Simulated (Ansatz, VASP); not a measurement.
Given: the input of a run of VASP 6.6.1 on Mg6TiCu. The cell comes from a database or a generator and needn't be the stable form of this composition.

File INCAR:

```
SYSTEM = Mg6TiCu
PREC = Accurate
ENCUT = 520
EDIFF = 1E-7
ISMEAR = 0
SIGMA = 0.02
LREAL = .FALSE.
LASPH = .TRUE.
NELM = 60
ALGO = Normal
ISIF = 2
LWAVE = .FALSE.
LCHARG = .FALSE.
GGA = CA
NBANDS = 28
```

The input KPOINTS:

```
regular mesh
0
G
  6 5 5
  0 0 0
```

POSCAR

```
Mg6TiCu
1.0
    4.8544960000      0.0000000000      0.0000000000
    0.0000000000      3.0726120000      5.4061960000
    0.0000000000     -3.0726120000      5.4061960000
Cu Ti Mg
1 1 6
Cartesian
    0.0000000000      0.0000000000      8.8247067291
    2.4272480000      0.0000000000      7.3270066264
    2.4272480000      0.0000000000      1.7954733783
    2.4272480000     -1.5947286446      4.5157090197
    2.4272480000      1.5947286446      4.5157090197
    0.0000000000      0.0000000000      3.5875084160
    0.0000000000     -1.4890000656      6.3417274054
    0.0000000000      1.4890000656      6.3417274054
```

Potentials or basis: VASP PAW LDA potentials, release 54 (Cu, Ti_sv, Mg).

Launch:

```console
$ cat potpaw_LDA.54/Cu/POTCAR potpaw_LDA.54/Ti_sv/POTCAR potpaw_LDA.54/Mg/POTCAR > POTCAR
$ mpirun -np 1 vasp_std > vasp.out
```

**Question.** Set up the same calculation for Ansatz 0.2.0. Potentials or basis there: Ansatz PAW, cutoff 420 eV.

**Answer.** As run (cutoffs and basis follow the program's own potentials, and thresholds, step limits or extra output files can differ):

File input.yaml:

```yaml
crystal:
  lattice:
    - [4.854496, 0.0, 0.0]
    - [0.0, 3.072612, 5.406196]
    - [0.0, -3.072612, 5.406196]
  atoms:
    - { symbol: Cu, position: [0.0, 0.816166, 0.816166] }
    - { symbol: Ti, position: [0.5, 0.677649, 0.677649] }
    - { symbol: Mg, position: [0.5, 0.166057, 0.166057] }
    - { symbol: Mg, position: [0.5, 0.158135, 0.677149] }
    - { symbol: Mg, position: [0.5, 0.677149, 0.158135] }
    - { symbol: Mg, position: [0.0, 0.331796, 0.331796] }
    - { symbol: Mg, position: [0.0, 0.344222, 0.828826] }
    - { symbol: Mg, position: [0.0, 0.828826, 0.344222] }
hamiltonian:
  xc: lda
  pseudopotentials: { kind: paw }
kpoints:
  mp_grid: { grid: [6, 5, 5] }
scf:
  occupations: { method: gaussian, width: 0.02 }
output:
  forces: true
  stress: true
  eigenvalues: true
  write_density: true
  write_potential: true
  elf: true
  volumetric_format: npy
```

Potentials or basis: Ansatz PAW.

The run is started by

```console
$ ansatz run input.yaml --threads 4 --pin off --max-ram 11264MiB --backend cpu --events-out ev --progress --plain --runs-dir out
```

Both were run:

|  | VASP | Ansatz |
| --- | --- | --- |
| Pressure | -4.1 GPa | -3.7 GPa |
| Largest force | 0.250 eV/Å | 0.261 eV/Å |

Ansatz's pressure holds a Pulay term of +0.01 GPa for its cutoff of 420 eV, which the other run lacks.

The potentials hold 35 and 91 valence electrons a cell.

Ansatz's potentials were made for PBE.

Where Ansatz's input types no cutoff or centring, it takes its own default and a Γ-centred mesh.

The two programs' LDA may be different fits to the electron gas.

Pressure is positive in compression.
